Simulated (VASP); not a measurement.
Consider the following.

```
Nb
1.0
    0.00000     2.07993     2.07993
    2.07993     0.00000     2.07993
    2.07993     2.07993     0.00000
Nb
1
Cartesian
  0.00000   0.00000   0.00000
```

Computed with PBEsol GGA, VASP's PBE PAW potentials (set 64) (plane waves; VASP). Run with 400 eV cut-off, Gaussian smearing of 0.050 eV, potentials Nb_sv.

Question: Predict the band gap (along the path) with the smallest direct gap where there is one.

Answer: 
| Quantity | Result |
|---|---|
| band gap (along the path) | none (metal, semimetal or under 0.01 eV) |

Only differences to runs with the same potentials and settings are physical.

The structure was generated: Nb was put into the fcc type (Fm-3m), which need not be its known phase. It was relaxed first.
